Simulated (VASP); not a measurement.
Input:

```
Pt
1.0
    0.00000     1.99920     1.99920
    1.99920     0.00000     1.99920
    1.99920     1.99920     0.00000
Pt
1
Direct
  0.00000   0.00000   0.00000
```
Cell charge -0.02.

Method: PBE GGA, VASP's PBE PAW potentials (set 64) (plane waves; VASP 6.6.1). Settings: NELECT = 10.02, 400 eV cut-off, 14×14×14 Γ-centred mesh, Gaussian smearing of 0.050 eV, potentials Pt.

The cell is charged, with a uniform compensating background.

### Question
Give the stress tensor in GPa (positive for a compressed cell).

### Answer

```
-2.01   0.00   0.00
 0.00  -2.01   0.00
 0.00   0.00  -2.01
```
The pressure is its mean diagonal, -2.01 GPa.

The compound is Pt in the fcc structure. The cell was not relaxed at this level. The run is one of a series of settings (ISMEAR = 0, NELECT = 10.02, SIGMA = 0.05 against the base run), some of them coarse on purpose.
